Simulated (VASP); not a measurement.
Here is the system:

```
CELL_PARAMETERS angstrom
      4.07133     0.00000     0.00000
      0.00000     4.07133     0.00000
      0.00000     0.00000     4.07133
ATOMIC_POSITIONS crystal
  Sc 0.00000 0.00000 0.00000
  Al 0.00000 0.50000 0.50000
  Al 0.50000 0.00000 0.50000
  Al 0.50000 0.50000 0.00000
```

These are PBEsol GGA, VASP's PBE PAW potentials (set 64) (plane waves; VASP) values and carry that method's errors. Numerical set-up: PREC = Normal, EDIFF = 1E-5, 400 eV cut-off, 10×10×10 Γ-centred mesh, first-order Methfessel-Paxton smearing of 0.10 eV, potentials Sc_sv Al.

Q: What does the run give for the energy per atom (σ→0), band gap (on the k-mesh) with the smallest direct gap where there is one?

A: 
```
Property                                                     Value
------------------------  ----------------------------------------
band gap (on the k-mesh)  none (metal, semimetal or under 0.01 eV)
energy per atom (σ→0)                               -5.191 eV/atom
```

Total energies compare only between runs with the same potentials, cut-off and functional.

The compound is Al3Sc in the L1_2 structure. It was relaxed first.
